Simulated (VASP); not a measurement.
Output of a VASP run:

**OSZICAR**
```
       N       E                     dE             d eps       ncg     rms          rms(c)
DAV:   1     0.123683100034E+03    0.12368E+03   -0.11779E+04   420   0.107E+03
DAV:   2    -0.297403947630E+02   -0.15342E+03   -0.14804E+03   600   0.204E+02
DAV:   3    -0.392311983845E+02   -0.94908E+01   -0.94507E+01   531   0.575E+01
DAV:   4    -0.393965413455E+02   -0.16534E+00   -0.16513E+00   576   0.916E+00
DAV:   5    -0.393985468772E+02   -0.20055E-02   -0.20053E-02   511   0.989E-01    0.101E+01
DAV:   6    -0.389282402682E+02    0.47031E+00   -0.43944E-01   515   0.325E+00    0.677E+00
DAV:   7    -0.387923046269E+02    0.13594E+00   -0.52095E-01   465   0.382E+00    0.133E+00
DAV:   8    -0.387922662101E+02    0.38417E-04   -0.35999E-02   528   0.111E+00    0.252E-01
DAV:   9    -0.387927182082E+02   -0.45200E-03   -0.43219E-03   490   0.363E-01    0.103E-01
DAV:  10    -0.387927095045E+02    0.87037E-05   -0.12821E-04   568   0.807E-02    0.607E-02
DAV:  11    -0.387928103644E+02   -0.10086E-03   -0.20339E-04   548   0.789E-02    0.150E-02
DAV:  12    -0.387928272371E+02   -0.16873E-04   -0.28900E-05   505   0.330E-02    0.158E-02
DAV:  13    -0.387928277928E+02   -0.55569E-06   -0.44889E-06   505   0.116E-02
   1 F= -.38792828E+02 E0= -.38792828E+02  d E =-.103883E-16
```

**OUTCAR**
```
------------------------ aborting loop because EDIFF is reached ----------------------------------------
  FORCE on cell =-STRESS in cart. coord.  units (eV):
  Direction    XX          YY          ZZ          XY          YZ          ZX
  --------------------------------------------------------------------------------------
  Total       -0.1179766     -0.1179766     -0.1179766     -0.0000000     -0.0000000     -0.0000000
  in kB       -1.5531574     -1.5531574     -1.5531574     -0.0000000     -0.0000000     -0.0000000
  external PRESSURE =      -1.5531574 kB  Pullay stress =       0.0000000 kB
  volume of cell :      121.70
      direct lattice vectors                 reciprocal lattice vectors
     4.955608077  0.000000000  0.000000000     0.201791583  0.000000000  0.000000000
     0.000000000  4.955608077  0.000000000     0.000000000  0.201791583  0.000000000
     0.000000000  0.000000000  4.955608077     0.000000000  0.000000000  0.201791583
 POSITION                                       TOTAL-FORCE (eV/Angst)
 -----------------------------------------------------------------------------------
      4.92178      4.92178      4.92178        -0.002059     -0.002059     -0.002059
      2.51164      2.51164      4.92178         0.002059      0.002059     -0.002059
      2.51164      4.92178      2.51164         0.002059     -0.002059      0.002059
      4.92178      2.51164      2.51164        -0.002059      0.002059      0.002059
      1.23890      1.23890      1.23890        -0.000000     -0.000000      0.000000
      3.71671      3.71671      1.23890        -0.000000     -0.000000     -0.000000
      3.71671      1.23890      3.71671        -0.000000      0.000000      0.000000
      1.23890      3.71671      3.71671        -0.000000     -0.000000      0.000000
 -----------------------------------------------------------------------------------
    total drift:                               -0.000000     -0.000000     -0.000000
  FREE ENERGIE OF THE ION-ELECTRON SYSTEM (eV)
  ---------------------------------------------------
  free  energy   TOTEN  =       -38.7928277928 eV

  energy  without entropy=      -38.7928277928  energy(sigma->0) =      -38.79282779
```
(Selected blocks of OUTCAR.)

File POSCAR:
```
Be4S3Se
1
    4.9556080775     0.0000000000     0.0000000000
    0.0000000000     4.9556080775     0.0000000000
    0.0000000000     0.0000000000     4.9556080775
Be Se S
4 1 3
Direct
  0.9931729846   0.9931729846   0.9931729846
  0.5068270154   0.5068270154   0.9931729846
  0.5068270154   0.9931729846   0.5068270154
  0.9931729846   0.5068270154   0.5068270154
  0.2500000000   0.2500000000   0.2500000000
  0.7500000000   0.7500000000   0.2500000000
  0.7500000000   0.2500000000   0.7500000000
  0.2500000000   0.7500000000   0.7500000000
```

Problem. Reconstruct the remaining input files.

Solution. Several could match; the one computed here: the input of the run itself, PBE GGA, plane waves, VASP's PBE PAW potentials (set 64).

### INCAR
```
! general
SYSTEM   =  Be4S3Se
PREC     =  Accurate
ENCUT    =  400   ! plane-wave cut-off (eV)
LREAL    =  .FALSE.   ! projection in real space or not
LASPH    =  .TRUE.   ! aspherical one-centre terms

! electronic loop
EDIFF    =  1E-6
NELM     =  100
ALGO     =  Normal   ! blocked Davidson
LMAXMIX  =  4   ! l cut-off of mixed one-centre charges

! smearing
ISMEAR   =  0   ! Gaussian
SIGMA    =  0.05

! functional
GGA      =  PE   ! PBE

! output
LWAVE    =  .FALSE.
LCHARG   =  .TRUE.
```

### KPOINTS
```
kpoints
0
gamma
 4 4 4
```

POTCAR, in this order: Be Se S (PBE.64 set). Program: vasp_std.

The structure was generated: Be4S3Se was put into an ordered model structure (P-43m), which need not be its known phase. It was relaxed first.
